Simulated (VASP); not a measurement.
# HoAs3 (P6_3/mmc) in VASP: optical spectrum with revPBE+D3(BJ)

Aim: the optical spectrum of HoAs3 with revPBE+D3(BJ).

Everything below comes from runs of VASP 6.6.1. Logs are shortened: lines on timing, memory, paths and dates and some standing lists are left out, and cuts for length are marked.

## Step 1: Starting point

Symmetry: P6_3/mmc, No. 194, hexagonal system. Conventional cell: a = 5.989 Å, b = 5.989 Å, c = 5.466 Å, α = 90.00°, β = 90.00°, γ = 120.00°. Ho (site symmetry -6m2) is surrounded by 12 As at 3.00 to 3.16 Å. As (site symmetry mm2) is surrounded by 2 As at 2.75 Å and 4 Ho at 3.00 to 3.16 Å.

The cell comes from a database or a generator and needn't be the stable form of this composition.

## Step 2: Optical spectrum, revPBE+D3(BJ), collinear spin, ferromagnetic start

INCAR

```
  ALGO = Normal
  CSHIFT = 0.1
  EDIFF = 1E-6
  ENCUT = 520
  GGA = RE
  ISIF = 2
  ISMEAR = -5
  ISPIN = 2
  IVDW = 12
  LASPH = True
  LCHARG = False
  LMAXMIX = 6
  LOPTICS = True
  LORBIT = 11
  LREAL = False
  LWAVE = False
  MAGMOM = 4 4 0 0 0 0 0 0
  NBANDS = 56
  NEDOS = 2000
  NELM = 120
  PREC = Accurate
  SIGMA = 0.05
```

KPOINTS

```
k-points
0
Gamma
  2 2 2
```

POSCAR

```
HoAs3
1.0
    5.9888765386      0.0000000000      0.0000000000
   -2.9944382693      5.1865192226      0.0000000000
    0.0000000000      0.0000000000      5.4663480000
Ho As
2 6
Direct
    0.3333333333      0.6666666667      0.7500000000
    0.6666666667      0.3333333333      0.2500000000
    0.1801970050      0.3603940100      0.2500000000
    0.1801970050      0.8198029950      0.2500000000
    0.6396059900      0.8198029950      0.2500000000
    0.8198029950      0.6396059900      0.7500000000
    0.8198029950      0.1801970050      0.7500000000
    0.3603940100      0.1801970050      0.7500000000
```

Potentials or basis: VASP PAW PBE potentials, release 64 (Ho_3, As), 4f in core.

The run is started by

```
> cat potpaw_PBE.64/Ho_3/POTCAR potpaw_PBE.64/As/POTCAR > POTCAR
> mpirun -np 1 vasp_std > vasp.out
```

OUTCAR:

```text
EDIFF = 1E-6
   ENCUT = 520
   GGA = RE
   ISIF = 2
   ISMEAR = -5
   ISPIN = 2
   IVDW = 12
   LASPH = True
   LORBIT = 11
   LREAL = False
   NELM = 120
   PREC = Accurate
 IVDW          = 12

 ion  position               nearest neighbor table
   1  0.333  0.667  0.750-   6 3.00   8 3.00   7 3.00   7 3.00   6 3.00   8 3.00   4 3.16   4 3.16
                             5 3.16   5 3.16   3 3.16   3 3.16
   2  0.667  0.333  0.250-   3 3.00   5 3.00   4 3.00   4 3.00   3 3.00   5 3.00   7 3.16   7 3.16
                             8 3.16   8 3.16   6 3.16   6 3.16
   3  0.180  0.360  0.250-   4 2.75   5 2.75   2 3.00   2 3.00   1 3.16   1 3.16
   4  0.180  0.820  0.250-   5 2.75   3 2.75   2 3.00   2 3.00   1 3.16   1 3.16
   5  0.640  0.820  0.250-   4 2.75   3 2.75   2 3.00   2 3.00   1 3.16   1 3.16
   6  0.820  0.640  0.750-   7 2.75   8 2.75   1 3.00   1 3.00   2 3.16   2 3.16
   7  0.820  0.180  0.750-   8 2.75   6 2.75   1 3.00   1 3.00   2 3.16   2 3.16
   8  0.360  0.180  0.750-   7 2.75   6 2.75   1 3.00   1 3.00   2 3.16   2 3.16

  LATTYP: Found a hexagonal cell.
 ALAT       =     5.9888765386
 C/A-ratio  =     0.9127501569

  Lattice vectors:

 A1 = (   5.9888765386,   0.0000000000,   0.0000000000)
 A2 = (  -2.9944382693,   5.1865192226,   0.0000000000)
 A3 = (   0.0000000000,   0.0000000000,   5.4663480000)

Analysis of symmetry for initial positions (statically):
=====================================================================
 Subroutine PRICEL returns:
 Original cell was already a primitive cell.

 Routine SETGRP: Setting up the symmetry group for a
 hexagonal supercell.

 Subroutine GETGRP returns: Found 24 space group operations
 (whereof 12 operations were pure point group operations)
 out of a pool of 24 trial point group operations.

The static configuration has the point symmetry D_3d.
 The point group associated with its full space group is D_6h.

Analysis of symmetry for dynamics (positions and initial velocities):
=====================================================================
 Subroutine PRICEL returns:
 Original cell was already a primitive cell.

 Routine SETGRP: Setting up the symmetry group for a
 hexagonal supercell.

 Subroutine GETGRP returns: Found 24 space group operations
 (whereof 12 operations were pure point group operations)
 out of a pool of 24 trial point group operations.

The dynamic configuration has the point symmetry D_3d.
 The point group associated with its full space group is D_6h.

Analysis of structural, dynamic, and magnetic symmetry:
=====================================================================
 Subroutine PRICEL returns:
 Original cell was already a primitive cell.

 Routine SETGRP: Setting up the symmetry group for a
 hexagonal supercell.

 Subroutine GETGRP returns: Found 24 space group operations
 (whereof 12 operations were pure point group operations)
 out of a pool of 24 trial point group operations.

The overall configuration has the point symmetry D_3d.
 The point group associated with its full space group is D_6h.

 Subroutine INISYM returns: Found 24 space group operations
 (whereof 12 operations are pure point group operations),
 and found     1 'primitive' translations

----------------------------------------------------------------------------------------

                                     Primitive cell

  volume of cell :     169.7925

  direct lattice vectors                    reciprocal lattice vectors
     5.988876539  0.000000000  0.000000000     0.166976226  0.096403769  0.000000000
    -2.994438269  5.186519223  0.000000000     0.000000000  0.192807538  0.000000000
     0.000000000  0.000000000  5.466348000     0.000000000  0.000000000  0.182937493

  length of vectors
     5.988876539  5.988876539  5.466348000     0.192807538  0.192807538  0.182937493

  position of ions in fractional coordinates (direct lattice)
     0.333333333  0.666666667  0.750000000
     0.666666667  0.333333333  0.250000000
     0.180197005  0.360394010  0.250000000
     0.180197005  0.819802995  0.250000000
     0.639605990  0.819802995  0.250000000
     0.819802995  0.639605990  0.750000000
[... 54 lines left out ...]
   NGX,Y,Z   is equivalent  to a cutoff of  13.32, 13.32, 12.77 a.u.
   NGXF,Y,Z  is equivalent  to a cutoff of  26.65, 26.65, 25.55 a.u.
 SYSTEM =  unknown system
   PREC   = accura    normal or accurate (medium, high low for compatibility)
   ISTART =      0    job   : 0-new  1-cont  2-samecut
   ICHARG =      2    charge: 1-file 2-atom 10-const
   ISPIN  =      2    spin polarized calculation?
   LNONCOLLINEAR =      F non collinear calculations
   LSORBIT =      F    spin-orbit coupling
   LASPH  =      T    aspherical Exc in radial PAW
   ENCUT  =  520.0 eV  38.22 Ry    6.18 a.u.  11.14 11.14 10.16*2*pi/ulx,y,z
   NELM   =    120;   NELMIN=  2; NELMDL= -5     # of ELM steps
   EDIFF  = 0.1E-05   stopping-criterion for ELM
   LREAL  =      F    real-space projection
   EDIFFG = 0.1E-04   stopping-criterion for IOM
   NSW    =      0    number of steps for IOM
   IBRION =     -1    ionic relax: 0-MD 1-quasi-New 2-CG
   NFREE  =      0    steps in history (QN), initial steepest desc. (CG)
   ISIF   =      2    stress and relaxation
   ISYM   =      2    0-nonsym 1-usesym 2-fastsym
   POTIM  = 0.5000    time-step for ionic-motion
   TEBEG  =    0.0;   TEEND  =   0.0 temperature during run
   PSTRESS=    0.0 pullay stress
   NELECT =      48.0000    total number of electrons
   NUPDOWN=      -1.0000    fix difference up-down
   EMIN   =  10.00;   EMAX   =-10.00  energy-range for DOS
   EFERMI =   0.00;   METHOD = LEGACY
   ISMEAR =    -5;   SIGMA  =   0.05  broadening in eV -4-tet -1-fermi 0-gaus
   EFERMI_NEDOS =   21; number of points for ismear=-14 and -15
   IALGO  =     38    algorithm
   IMIX   =      4    mixing-type and parameters
     AMIX     =   0.40;   BMIX     =  1.00
     AMIX_MAG =   1.60;   BMIX_MAG =  1.00
  volume/ion in A,a.u.               =      21.22       143.23
  Fermi-wavevector in a.u.,A,eV,Ry     =   1.074440  2.030398 15.706870  1.154422
  Thomas-Fermi vector in A             =   2.210269
   LORBIT       =     11    0 simple, 1 ext, 2 COOP (PROOUT), +10 PAW based schemes
   GGA     = RE    functional components
   LHFCALC =     F    Hartree Fock is set to
   AEXX    =    0.0000 exact exchange contribution
   IVDW    =    12    specifies the selected vdW correction
   LEPSILON=     F    determine dielectric tensor
   LRPA    =     F    only Hartree local field effects (RPA)
 spin polarized calculation
 Fermi weights with tetrahedron method with Bloechl corrections
  energy-cutoff  :      520.00
  volume of cell :      169.79
 maximum number of plane-waves:      4588
 NGX is ok and might be reduce to    48
   NGX = 23   NGY = 23   NGZ = 21

 number of electron      47.9999997 magnetization       0.0001077

 number of electron      47.9999997 magnetization      -0.0000048

 Free energy of the ion-electron system (eV)
  ---------------------------------------------------
  ext. energy  EPLUGINS =         0.00000000
  ---------------------------------------------------
  free energy    TOTEN  =       -38.12167453 eV

  energy without entropy =      -38.12167453  energy(sigma->0) =      -38.12167453

 E-fermi :   5.3195     XC(G=0): -10.5120

 val. band max:        6.3384726746   @ k =   0.0000   0.0000   0.5000
 cond. band min:       5.4190615562   @ k =   0.5000   0.0000   0.0000
 fundamental gap:     -0.9194111184
 Fermi energy:         5.3194595892

 spin component 1

 k-point     1 :       0.0000    0.0000    0.0000
  band No.  band energies     occupation
      1     -19.0339      1.00000
      2     -19.0339      1.00000
      3     -18.9999      1.00000
      4     -18.9999      1.00000
      5     -18.9908      1.00000
      6     -18.9476      1.00000
[... 145 lines left out ...]
     35       9.7555      0.00000
     36       9.7555      0.00000
 Fermi energy:         5.3194595892

 spin component 2

 k-point     1 :       0.0000    0.0000    0.0000
  band No.  band energies     occupation
      1     -19.0339      1.00000
      2     -19.0339      1.00000
      3     -19.0000      1.00000
      4     -19.0000      1.00000
      5     -18.9908      1.00000
      6     -18.9476      1.00000
[... 145 lines left out ...]
     35       9.7555      0.00000
     36       9.7555      0.00000
 [bands above 36 left out]

------------------------ aborting loop because EDIFF is reached ----------------------------------------

 Edisp (eV)   -6.65479

 E8    (eV) :    -4.7254

  FORCE on cell =-STRESS in cart. coord.  units (eV):
  Direction    XX          YY          ZZ          XY          YZ          ZX
  --------------------------------------------------------------------------------------
  -------------------------------------------------------------------------------------
  Total      -4.90426    -4.90426    -5.89197     0.00000     0.00000     0.00000
  in kB     -46.27703   -46.27703   -55.59710     0.00000     0.00000     0.00000
  external pressure =      -49.38 kB  Pullay stress =        0.00 kB

 VOLUME and BASIS-vectors are now :
 -----------------------------------------------------------------------------
  energy-cutoff  :      520.00
  volume of cell :      169.79
      direct lattice vectors                 reciprocal lattice vectors
     5.988876539  0.000000000  0.000000000     0.166976226  0.096403769  0.000000000
    -2.994438269  5.186519223  0.000000000     0.000000000  0.192807538  0.000000000
     0.000000000  0.000000000  5.466348000     0.000000000  0.000000000  0.182937493

 POSITION                                       TOTAL-FORCE (eV/Angst)
 -----------------------------------------------------------------------------------
     -0.00000      3.45768      4.09976        -0.000000     -0.000000      0.000000
      2.99444      1.72884      1.36659         0.000000     -0.000000      0.000000
     -0.00000      1.86919      1.36659        -0.000000      0.015215      0.000000
     -1.37567      4.25192      1.36659         0.013177     -0.007608      0.000000
      1.37567      4.25192      1.36659        -0.013177     -0.007608      0.000000
      2.99444      3.31733      4.09976         0.000000     -0.015215     -0.000000
      4.37011      0.93460      4.09976        -0.013177      0.007608      0.000000
      1.61877      0.93460      4.09976         0.013177      0.007608      0.000000
 -----------------------------------------------------------------------------------
    total drift:                               -0.000000      0.000000      0.000000

  FREE ENERGIE OF THE ION-ELECTRON SYSTEM (eV)
  ---------------------------------------------------
  free  energy   TOTEN  =       -44.7764653647 eV

  energy  without entropy=      -44.7764653647  energy(sigma->0) =      -44.77646536

 total charge

# of ion       s       p       d       tot
------------------------------------------
    1        0.299   6.621   1.151   8.071
    2        0.299   6.621   1.151   8.071
    3        1.295   1.352   0.041   2.688
    4        1.295   1.352   0.041   2.688
    5        1.295   1.352   0.041   2.688
    6        1.295   1.352   0.041   2.688
    7        1.295   1.352   0.041   2.688
    8        1.295   1.352   0.041   2.688
--------------------------------------------------
tot          8.370  21.355   2.547  32.272

 magnetization (x)

# of ion       s       p       d       tot
------------------------------------------
    1        0.000  -0.000  -0.000  -0.000
    2        0.000  -0.000  -0.000  -0.000
    3        0.000   0.000   0.000   0.000
    4        0.000   0.000   0.000   0.000
    5        0.000   0.000   0.000   0.000
    6        0.000   0.000   0.000   0.000
    7        0.000   0.000   0.000   0.000
    8        0.000   0.000   0.000   0.000
--------------------------------------------------
tot          0.000   0.000  -0.000   0.000
```

Wall time 2.5 min (1 thread of Intel Xeon Platinum 8259CL at 2.50GHz (Skylake/Cascade Lake), shared host); peak memory 0.39 GiB.

The run converged, but some of its settings lie outside the range that counts as converged (typed here: k = 2 × 2 × 2), so its numbers aren't taken as properties of the crystal.

What came out:

| Quantity | Value |
| --- | --- |
| Free energy | -44.7765 eV |
| Pressure | -4.9 GPa |
| Largest force | 0.015 eV/Å |
| Band gap on the k mesh | none (metal or under the smearing width) |
| Net moment | 0.00 μB per cell |
| Valence electrons inside the program's atomic spheres | Ho 8.07; As 2.69 |
| Dispersion energy per atom | -0.832 eV |

Caveat: the k mesh is coarse (spacing up to 0.61 Å⁻¹), so the values aren't converged; the magnetic or orbital state may not be the lowest; the PAW data sets were made with another functional, which shifts forces and pressure a little; spin-orbit coupling is left out, which moves the levels of the heavy elements; the 4f electrons are frozen in the core as for a trivalent ion, so they carry no moment and show no levels; pairwise dispersion overbinds metals, which lowers pressure and volume; tetrahedron occupations give inexact forces and stress in metals.
